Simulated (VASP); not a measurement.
The system is InSb.

```xyz
2
Lattice="0.0000 3.2603 3.2603 3.2603 0.0000 3.2603 3.2603 3.2603 0.0000" Properties=species:S:1:pos:R:3 pbc="T T T"
In    0.0000    0.0000    0.0000
Sb    1.6302    1.6302    1.6302
```

Program: VASP 6.6.1. Alike in all runs: task band structure; cell as given; cutoff (eV) 520; smearing gaussian 0.03 eV. Hardware: 1 thread of Intel(R) Xeon(R) 6975P-C (Granite Rapids), on a shared host.

**Question.** Order these runs on this cell by their wall time, lowest first.
A. level LDA; potentials or basis VASP PAW LDA potentials, release 64 (In_d, Sb); spin off; k mesh 10 × 10 × 10
B. level TB-mBJ; potentials or basis VASP PAW PBE potentials, release 64 (In_d, Sb); spin SOC, no magnetisation; k mesh 6 × 6 × 6
C. level r2SCAN; potentials or basis VASP PAW PBE potentials, release 64 (In_d, Sb); spin off; k mesh 10 × 10 × 10

**Answer.** A (89 s), C (360 s), B (960 s).
